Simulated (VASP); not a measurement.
Calculation: LDA (Ceperley-Alder, Perdew-Zunger), VASP's LDA PAW potentials (set 64) (plane waves; VASP 6.6.1).

Input for VASP

**INCAR**
```
SYSTEM = ZnO
PREC = Accurate
ENCUT = 520
EDIFF = 1E-8
NELM = 100
ALGO = Normal
LREAL = .FALSE.
LASPH = .TRUE.
ISMEAR = 0
SIGMA = 0.01
LMAXMIX = 4
LWAVE = .FALSE.
LCHARG = .FALSE.
IBRION = 8
NSW = 1
LEPSILON = .TRUE.
```

### KPOINTS
```
Automatic mesh
0
Gamma
14 14 8
0 0 0
```

POSCAR:
```
ZnO
1
    1.5980435448    -2.7678930284     0.0000000000
    1.5980435448     2.7678930284    -0.0000000000
   -0.0000000000     0.0000000000     5.1654909297
Zn O
2 2
Direct
  0.6666670000   0.3333330000   0.5018010635
  0.3333330000   0.6666670000   0.0018010635
  0.6666670000   0.3333330000   0.8801989365
  0.3333330000   0.6666670000   0.3801989365
```

POTCAR, in this order: Zn O (LDA.64 set). Program: vasp_std.

The run wrote:

OUTCAR:
```


 HEAD OF MICROSCOPIC STATIC DIELECTRIC TENSOR (INDEPENDENT PARTICLE, excluding Hartree and local field effects)
 ------------------------------------------------------
           5.310113     0.000000     0.000000
           0.000000     5.310115     0.000000
           0.000000     0.000000     5.305184
 ------------------------------------------------------

 MACROSCOPIC STATIC DIELECTRIC TENSOR (including local field effects in DFT)
 ------------------------------------------------------
           5.144035     0.000000     0.000000
           0.000000     5.144037     0.000000
           0.000000    -0.000000     5.154319
 ------------------------------------------------------

 PIEZOELECTRIC TENSOR (including local field effects)  for field in x, y, z        (e  Angst)
          XX          YY          ZZ          XY          YZ          ZX
  --------------------------------------------------------------------------------
  x    -0.00000     0.00000     0.00000    -0.00000     0.00000     1.15239
  y     0.00000     0.00000     0.00000     0.00000     1.15239     0.00000
  z     1.07210     1.07210    -2.18335     0.00000     0.00000     0.00000

 PIEZOELECTRIC TENSOR (including local field effects)  for field in x, y, z        (C/m^2)
          XX          YY          ZZ          XY          YZ          ZX
  --------------------------------------------------------------------------------
  x    -0.00000     0.00000     0.00000    -0.00000     0.00000     0.40404
  y     0.00000     0.00000     0.00000     0.00000     0.40405     0.00000
  z     0.37590     0.37590    -0.76551     0.00000     0.00000     0.00000

 BORN EFFECTIVE CHARGES (including local field effects) (in |e|, cummulative output)
 ---------------------------------------------------------------------------------
 ion    1
    1     2.07649     0.00000     0.00000
    2     0.00000     2.07649     0.00000
    3    -0.00000     0.00000     2.13318
 ion    2
    1     2.07649    -0.00000     0.00000
    2     0.00000     2.07649     0.00000
    3     0.00000    -0.00000     2.13318
 ion    3
    1    -2.07649    -0.00000    -0.00000
    2     0.00000    -2.07649     0.00000
    3     0.00000     0.00000    -2.13318
 ion    4
    1    -2.07649     0.00000    -0.00000
    2     0.00000    -2.07649     0.00000
    3     0.00000     0.00000    -2.13318

   1 f  =   16.652068 THz   104.628031 2PiTHz  555.453211 cm-1    68.867390 meV

   2 f  =   13.384105 THz    84.094811 2PiTHz  446.445680 cm-1    55.352185 meV

   3 f  =   13.384103 THz    84.094798 2PiTHz  446.445613 cm-1    55.352177 meV

   4 f  =   12.398867 THz    77.904378 2PiTHz  413.581679 cm-1    51.277570 meV

   5 f  =   12.398865 THz    77.904366 2PiTHz  413.581617 cm-1    51.277562 meV

   6 f  =   11.854153 THz    74.481841 2PiTHz  395.411986 cm-1    49.024816 meV

   7 f  =    7.846792 THz    49.302849 2PiTHz  261.740812 cm-1    32.451710 meV

   8 f  =    2.721979 THz    17.102699 2PiTHz   90.795451 cm-1    11.257196 meV

   9 f  =    2.721979 THz    17.102697 2PiTHz   90.795438 cm-1    11.257194 meV

  10 f/i=    0.004564 THz     0.028677 2PiTHz    0.152244 cm-1     0.018876 meV

  11 f/i=    0.004564 THz     0.028677 2PiTHz    0.152244 cm-1     0.018876 meV

  12 f/i=    0.005941 THz     0.037327 2PiTHz    0.198165 cm-1     0.024569 meV

 MACROSCOPIC STATIC DIELECTRIC TENSOR IONIC CONTRIBUTION
 ------------------------------------------------------
           4.220947     0.000000     0.000000
           0.000000     4.220948     0.000000
           0.000000     0.000000     4.879832
 ------------------------------------------------------

 ELASTIC MODULI CONTR FROM IONIC RELAXATION (kBar)
 Direction    XX          YY          ZZ          XY          YZ          ZX
 --------------------------------------------------------------------------------
 XX        -808.6295    315.2407    486.8546     -0.0000      0.0000     -0.0000
 YY         315.2407   -808.6299    486.8547      0.0000     -0.0000     -0.0000
 ZZ         486.8546    486.8547   -960.8136      0.0000      0.0000      0.0000
 XY          -0.0000      0.0000      0.0000   -561.9352      0.0000      0.0000
 YZ           0.0000     -0.0000      0.0000      0.0000   -218.6158     -0.0000
 ZX          -0.0000     -0.0000      0.0000      0.0000     -0.0000   -214.4346
 --------------------------------------------------------------------------------

 PIEZOELECTRIC TENSOR IONIC CONTR  for field in x, y, z        (C/m^2)
          XX          YY          ZZ          XY          YZ          ZX
  --------------------------------------------------------------------------------
  x    -0.00000    -0.00000     0.00000    -0.00000    -0.00000    -0.89521
  y     0.00000    -0.00000     0.00000     0.00000    -0.90390    -0.00000
  z    -1.03242    -1.03242     2.03748    -0.00000    -0.00000    -0.00000
```
(Selected blocks of OUTCAR.)

The dielectric response may not be converged in the k-mesh; for small gaps it tends to come out too large.

The compound is ZnO in the wurtzite structure. It was relaxed first.
